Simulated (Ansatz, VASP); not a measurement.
# Cross-check of PtSe2 (Sudovikovite) between VASP and Ansatz, part 2 of 2

Wanted: the spread between two codes on one cell, functional and k mesh. The cell is taken from a series of runs on this material, whose earlier steps may have relaxed, scaled, displaced or heated it; both programs get it as it stands.

VASP 6.6.1 and Ansatz 0.2.0.

So far: The structure; VASP: zone-centre phonons, PBEsol.

### 3. Ansatz: zone-centre phonons, PBEsol

Level of this step: Ansatz beside VASP: Kohn-Sham DFT, plane waves, PBEsol (Ansatz).

Ansatz runs on its PAW soft_1 files.

The same cell, functional, mesh and smearing now go to Ansatz, which takes its cutoff from its data sets.

input.yaml reads:

```yaml
crystal:
  lattice:
    - [3.7601347581, 0.0, 0.0]
    - [-1.8800673791, 3.2563722222, 0.0]
    - [0.0, 0.0, 4.8605206438]
  atoms:
    - { symbol: Pt, position: [0.0, 0.0, 0.0] }
    - { symbol: Se, position: [0.3333333333, 0.6666666667, 0.2609208144] }
    - { symbol: Se, position: [0.6666666667, 0.3333333333, 0.7390791856] }
kpoints:
  mp_grid: { grid: [15, 15, 8] }
hamiltonian:
  xc: pbesol
  pseudopotentials: { kind: paw, azcp: { folder: soft_1 }, xc_functional: pbe }
scf:
  occupations: { method: methfessel_paxton, width: 0.2 }
output:
  eigenvalues: true
phonons:
  method: dfpt
```

Launch:

```console
$ ansatz run input.yaml --threads 8 --pin off --max-ram 16384MiB --backend cpu --events-out ev --progress --plain --runs-dir out
```

Numbers of over 12 decimals in the logs are rounded to 6 here.

The log of the run:

```text
Engine: ansatz 0.2.0, aarch64-unknown-linux-gnu
Pseudopotentials: kind: paw
Pseudopotential: Pt, paw, valence charge 18, recommended cutoff 420 eV (normal), soft_1/Pt.paw.azcp
Pseudopotential: Se, paw, valence charge 16, recommended cutoff 420 eV (normal), soft_1/Se.paw.azcp
Functional definition: PBEsol
  exchange = pbesol_x
  correlation = pbesol_c
Crystal: 3 atoms, lattice volume = 59.514 Å³
Basis set: ecut = 420 eV, 1169 PW (Γ), exchange–correlation on 54×54×72 points (8 copies of the dense FFT grid, shifted against one another)
Bands: 30, of which v1, the nominal top of the filled ones, is band 25 counted from 1 (24 counted from 0)
Symmetry: 12 space group operations
k-points: 488 of 1800 (irreducible under 2 space group operations, time reversal used)
Non-local potential: Pt, projectors of the file, l = 0: 3, l = 1: 2, l = 2: 2, l = 3: 1
Non-local potential: Se, projectors of the file, l = 0: 2, l = 1: 2, l = 2: 3, l = 3: 1
PAW form: soft (Blöchl's): semilocal exchange-correlation on the pseudo side does not see the compensation charge
PAW frozen core: Pt, regenerated for the run's functional, and the local potential with it (the file was generated under x = pbe(κ = 0.804, μ = 0.219515), c = pbe(β = 0.066725))
PAW frozen core: Se, regenerated for the run's functional, and the local potential with it (the file was generated under x = pbe(κ = 0.804, μ = 0.219515), c = pbe(β = 0.066725))
PAW one-centre angular grid: Pt, 590 points (default); XC on 64 Gauss nodes
PAW one-centre angular grid: Se, 590 points (default); XC on 64 Gauss nodes
Initial density: superposition of atomic densities (chi_scale 0.1, normalization cell, long waves kept (reshape's long-wave potential 0.01 eV rms))
Initial wavefunctions: pseudopotential atomic-orbital guess
Functional: x = pbesol(κ = 0.804, μ = 0.123457), c = pbesol(β = 0.046)
SCF iter   1: F=—  HF=-23235.274604 eV  |F-HF|=—  |Δ(HF+E_count)|=         —  Δρ=5.05e-2  dr2=7.85e-1  ethr=3.10e-3  ⟨swp⟩=5.0  Hψ=53143  notcnv=0
preconditioner: auto → Kerker (q_TF=auto, 2.650 Å⁻¹)  [metal: Δε(μ)=0.037 eV  Ē_g=10.073 eV  σ=0.200 eV  W_gap=0.16  n_scr=22 (ndim 8)  ℏωp=22.6 eV  f_vac=0.009  D(μ)=0.61/eV (n_scr^D=2)]
SCF iter   2: F=—  HF=-23235.114039 eV  |F-HF|=—  |Δ(HF+E_count)|=   1.61e-1  S|Δr|=    0.00e0  Δρ=2.50e-2  dr2=2.28e-1  ethr=1.57e-3  ⟨swp⟩=2.0  Hψ=20628  notcnv=0  defer=152
SCF iter   3: F=—  HF=-23235.061617 eV  |F-HF|=—  |Δ(HF+E_count)|=   5.24e-2  S|Δr|=    0.00e0  Δρ=8.58e-3  dr2=4.00e-2  ethr=4.55e-4  ⟨swp⟩=2.0  Hψ=16346  notcnv=0  defer=152
SCF iter   4: F=—  HF=-23235.052352 eV  |F-HF|=—  |Δ(HF+E_count)|=   9.27e-3  S|Δr|=    0.00e0  Δρ=1.50e-3  dr2=3.51e-3  ethr=8.00e-5  ⟨swp⟩=3.0  Hψ=26931  notcnv=0  defer=152
SCF iter   5: F=—  HF=-23235.051871 eV  |F-HF|=—  |Δ(HF+E_count)|=   4.81e-4  S|Δr|=    0.00e0  Δρ=8.25e-4  dr2=8.73e-4  ethr=7.02e-6  ⟨swp⟩=2.0  Hψ=24726  notcnv=0  defer=152
SCF iter   6: F=—  HF=-23235.051596 eV  |F-HF|=—  |Δ(HF+E_count)|=   2.75e-4  S|Δr|=    0.00e0  Δρ=2.96e-4  dr2=1.01e-4  ethr=1.75e-6  ⟨swp⟩=2.0  Hψ=24745  notcnv=0  defer=152
SCF iter   7: F=—  HF=-23235.051596 eV  |F-HF|=—  |Δ(HF+E_count)|=   6.20e-7  S|Δr|=    0.00e0  Δρ=6.54e-5  dr2=3.99e-6  ethr=2.01e-7  ⟨swp⟩=2.0  Hψ=19155  notcnv=0  defer=152
SCF iter   8: F=—  HF=-23235.051606 eV  |F-HF|=—  |Δ(HF+E_count)|=   1.03e-5  S|Δr|=    0.00e0  Δρ=3.07e-5  dr2=8.75e-7  ethr=7.99e-9  ⟨swp⟩=2.0  Hψ=24928  notcnv=0  defer=152
SCF iter   9: F=—  HF=-23235.051606 eV  |F-HF|=—  |Δ(HF+E_count)|=   1.38e-7  S|Δr|=    0.00e0  Δρ=1.21e-5  dr2=9.96e-8  ethr=1.75e-9  ⟨swp⟩=2.0  Hψ=18995  notcnv=0  defer=152
SCF iter  10: F=—  HF=-23235.051606 eV  |F-HF|=—  |Δ(HF+E_count)|=   2.00e-8  S|Δr|=    0.00e0  Δρ=5.03e-6  dr2=1.31e-8  ethr=1.99e-10  ⟨swp⟩=2.0  Hψ=19307  notcnv=0  defer=152
SCF iter  11: F=—  HF=-23235.051606 eV  |F-HF|=—  |Δ(HF+E_count)|=   3.84e-9  S|Δr|=    0.00e0  Δρ=1.25e-6  dr2=8.82e-10  ethr=2.62e-11  ⟨swp⟩=2.2  Hψ=22071  notcnv=0  defer=152
SCF iter  12: F=—  HF=-23235.051606 eV  |F-HF|=—  |Δ(HF+E_count)|=  5.93e-10  S|Δr|=    0.00e0  Δρ=5.64e-7  dr2=1.05e-10  ethr=1.76e-12  ⟨swp⟩=2.3  Hψ=22940  notcnv=0  defer=152
SCF iter  13: F=-23235.051606 eV  HF=-23235.051606 eV  |F-HF|=3.64e-12  |Δ(HF+E_count)|=  5.82e-11  S|Δr|=    0.00e0  Δρ=1.02e-7  dr2=4.87e-12  ethr=1.00e-12  ⟨swp⟩=6.5  Hψ=72946  notcnv=0
SCF 1 converged in 13 iterations: F = -23235.051606 eV  dr2 = 4.87e-12
  greatest PAW one-centre occupation: 1.000 electrons in one spin orbital (limit 2), on the Pt atom at site 0 (counted from 0), in its partial waves of l = 0
DFPT response loops at Γ: preconditioner auto → Kerker (q_TF=auto, 2.650 Å⁻¹) (partly filled bands, converged f_vac=0.020); β = 1.00, the filter's whole step (`scf.mixing.beta` (0.50) is not read by the response loops under this deck's `scf.mixing.preconditioner`; to damp them name `kerker` or `kerker_dos`, under which they read `scf.mixing.beta`, and type it under 1.00, their step now; both keys bind the ground state too); Broyden in place of MSR1
SCF converged after 13 iterations
Stability not checked: this state was not tested for a lower state beside it, because cold or Methfessel-Paxton smearing, or corrected tetrahedra, fill the levels in a way that the test cannot read (fill_not_monotonic; see scf.lower_state_search)
Free energy (F): -23235.051606 eV
Harris-Foulkes:  -23235.051606 eV  (|F-HF|=3.64e-12)
Internal energy: -23235.052723 eV  (E = F + TS)
E sigma→0 (E₀):  -23235.051886 eV
Entropy (-TS):   0.001117 eV (0.372 meV/atom)
Fermi energy:    13.145800 eV
--- Per-component energies (eV) ---
  E_band       = -964.092864
  E_kinetic    = 817.780780
  E_local      = -6951.999730  (includes V_loc(G=0)·N_el)
  E_nonlocal   = -497.286500
  E_hartree    = 3409.920842
  E_xc         = -400.374904
  E_vxc        = -451.925758  (∫ρ·V_xc dr)
  E_paw        = -13519.383173  (= ΣΔE_a)
  E_vpaw       = -700.503722  (= ΣTr[D̂ρ^β])
  E_aug_tail   = 0.000358  (compensation charges beyond the density's cutoff)
  E_ewald      = -6096.014329
  E_core_change = 2.303935  (= ΣΔE_core)
  E_smearing   = 0.001117  (= −TS)
  E_closure    = 0.000000  (closes the sum)
  Σ components = -23235.051606   (vs F -23235.051606, Δ=0.00e0)
--- Band table (eV; the first three rows and the last of 488) ---
  k-point 0: bands = [... 21 lower, 10.6729, 12.1278, 12.1278, 13.8900, 14.3412, 14.3412, 16.4207, 17.2076, ... 1 higher]
  k-point 1: bands = [... 21 lower, 10.6618, 12.0146, 12.0146, 13.4275, 14.5148, 14.5148, 16.5871, 17.6485, ... 1 higher]
  k-point 2: bands = [... 21 lower, 10.6074, 11.7781, 11.7781, 12.5143, 14.9165, 14.9165, 17.0548, 18.4989, ... 1 higher]
  k-point 487: bands = [... 21 lower, 9.8293, 10.0673, 10.6244, 11.8472, 13.8719, 14.3888, 17.8100, 20.0660, ... 1 higher]
--- Phonons (Γ-DFPT): 4 representative perturbations + reference, on 488 of 1800 k-points (Σ response iterations 12) ---
  k mesh reduced under 2 symmetry operations, with k and −k counted as one. Each operation leaves every solved perturbation unchanged. A smaller set is not used because it would not reduce the number of displacements times k-points to solve
  ASR residual: 7.193e-5 → 0.000e0 eV/Å²; symmetrization residual: 1.348e-5 eV/Å²
  ASR residual per site (eV/Å²): 7.19e-5 4.03e-5 4.03e-5
  Γ frequencies (cm⁻¹): 0.00 0.00 0.00 163.46 163.46 202.08 213.28 213.28 217.88
  non-analytic LO–TO correction: not included (Born effective charges unavailable; polar crystals: no LO–TO splitting at Γ)
```

### 4. Side by side

Known differences besides the potentials themselves: the data sets hold 50 valence electrons in Ansatz (on its PAW soft_1 files) and 22 in VASP; the cutoff is 420 eV in Ansatz and 500 eV in VASP; Ansatz makes its cores anew for this functional, VASP keeps those of its PBE data sets. Total energies have different zeros and are not compared.

Both answers:

```csv
quantity,Ansatz,VASP,difference
optical mode 1 to 2 (cm⁻¹),163.5,163.8,-0.21 %
optical mode 3 (cm⁻¹),202.1,202.6,-0.28 %
optical mode 4 to 5 (cm⁻¹),213.3,214.3,-0.48 %
optical mode 6 (cm⁻¹),217.9,218.5,-0.27 %
```

Modes are paired by rising frequency, not by their patterns, so a pair may set unlike modes beside each other; they are those without the splitting of longitudinal modes.

### 5. What came out

| Item | Value |
| --- | --- |
| r.m.s. difference of the optical zone-centre modes, each program's sorted by frequency (zone-centre phonons, PBEsol) | 0.70 cm⁻¹ |

What this shows: The r.m.s. difference of the optical zone-centre modes, each program's sorted by frequency is 0.70 cm⁻¹ (zone-centre phonons, PBEsol). The data sets hold unlike numbers of valence electrons (50 in Ansatz and 22 in VASP), so part of the differences comes from the potentials. How closely two codes agree says nothing of how well the functional describes the real material.

[Lines on the potential files, build, host, timing and source positions are cut from VASP's logs without a mark.]

[Logs are printed without paths, hosts, clocks, repeated set-up lines and the standing remarks that a program may print on its own settings, such as how far it seeks lower states.]

[Hosts, paths, dates, database ids (printed as entryN), source tags and the programs' standing remarks are cut or masked in the printed files.]
